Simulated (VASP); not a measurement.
```
CELL_PARAMETERS angstrom
     -0.00182     5.76613     5.77457
      5.76613    -0.00182     5.77457
      2.88216     2.88216     0.00000
ATOMIC_POSITIONS crystal
  In 0.99925 0.99925 0.00151
  In 0.99907 0.50111 0.99982
  In 0.50111 0.99907 0.99982
  P  0.12502 0.12502 0.24996
  P  0.14130 0.61962 0.23908
  P  0.61962 0.14130 0.23908
  P  0.61485 0.61485 0.27029
  Ga 0.49979 0.49979 0.00043
```

Calculation: PBEsol GGA, VASP's PBE PAW potentials (set 64) (plane waves; VASP 6.6.1). Run with 400 eV cut-off, 4×4×8 Γ-centred mesh, tetrahedra with Blöchl corrections, potentials In_d P Ga_d.

The cores are frozen, which limits the accuracy of field gradients.

**Question.** Give the principal components of the electric field gradient (V/Å²) and the asymmetry η at each nucleus.

**Answer.** 
```
atom   Vxx   Vyy    Vzz     η
----  ----  ----  -----  ----
In1   13.8   1.2  -15.1  0.84
In2    8.9   8.9  -17.8  0.00
In3    8.9   8.9  -17.8  0.00
P4     0.6   0.4   -0.9  0.19
P5    -5.8  -5.8   11.7  0.00
P6    -5.8  -5.8   11.7  0.00
P7    10.1   1.9  -12.1  0.68
Ga8    6.4   5.0  -11.4  0.13
```

The structure was generated: GaIn3P4 was put into an ordered model structure (Amm2), which need not be its known phase. It was relaxed first.
